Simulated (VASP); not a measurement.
**Zn4STe3 (ordered alloy cell): computed properties**

These are PBEsol GGA, VASP's PBE PAW potentials (set 64) (plane waves; VASP 6.6.1) values and carry that method's errors.

* **space group**: P-43m (215)
* **cell**: a = b = c = 5.889 Å, α = β = γ = 90.00°
* **volume per atom**: 25.52 Å³/atom
* **band gap (over mesh and band path)**: 1.02 eV
* **smallest direct gap (over mesh and band path)**: 1.02 eV
* **band-edge character**: direct, Γ to Γ
* **density**: 5.50 g/cm³

```
Zn4STe3
1.0
    5.88863     0.00000     0.00000
    0.00000     5.88863     0.00000
    0.00000     0.00000     5.88863
Zn Te S
4 3 1
Cartesian
  0.09756   5.79107   5.79107
  2.84676   3.04188   5.79107
  2.84676   5.79107   3.04188
  0.09756   3.04188   3.04188
  1.47216   1.47216   1.47216
  4.41648   4.41648   1.47216
  4.41648   1.47216   4.41648
  1.47216   4.41648   4.41648
```

Unless said otherwise, spin-orbit coupling is left out, though it shifts the bands of the heavy elements here.

The structure was generated: Zn4STe3 was put into an ordered model structure (P-43m), which need not be its known phase. It was relaxed first. Symmetry was kept, so distortions that lower it aren't found.
